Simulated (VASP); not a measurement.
MgO (rock salt) is relaxed at rising pressure, each step from the one before. Symmetry mostly holds the structure type, and other phases were not tried. The mesh follows the cell, and a change of mesh leaves a small step in the series.

Consider the following.

```
CELL_PARAMETERS angstrom
      0.00000     2.09740     2.09740
      2.09740     0.00000     2.09740
      2.09740     2.09740     0.00000
ATOMIC_POSITIONS crystal
  Mg 0.00000 0.00000 0.00000
  O  0.50000 0.50000 0.50000
```

Method: r2SCAN meta-GGA, VASP's PBE PAW potentials (set 64) (plane waves; VASP). Run with 620 eV cut-off, 11×11×11 Γ-centred mesh, Gaussian smearing of 0.050 eV, potentials Mg O.

```
P (GPa)  V (Å³/atom)  H − H(0) (eV/atom)  space group  gap on the mesh (eV)    k-mesh
-------  -----------  ------------------  -----------  --------------------  --------
0               9.23               0.000        Fm-3m                  5.73  11×11×11
5               8.96               0.284        Fm-3m                  6.04  11×11×11
10               [?]                 [?]        Fm-3m                  6.31  11×11×11
20               [?]                 [?]        Fm-3m                  6.79  11×11×11
30              8.07               1.610        Fm-3m                  7.23  11×11×11
45              7.70               2.348        Fm-3m                  7.81  11×11×11
```

Question: Some entries are withheld; supply them.

Answer: 
- 20, V (Å³/atom): 8.37
- 20, H − H(0) (eV/atom): 1.096
- 10, V (Å³/atom): 8.74
- 10, H − H(0) (eV/atom): 0.561

Pressures at which the relaxation failed are left out.

The compound is MgO in the rock salt structure.
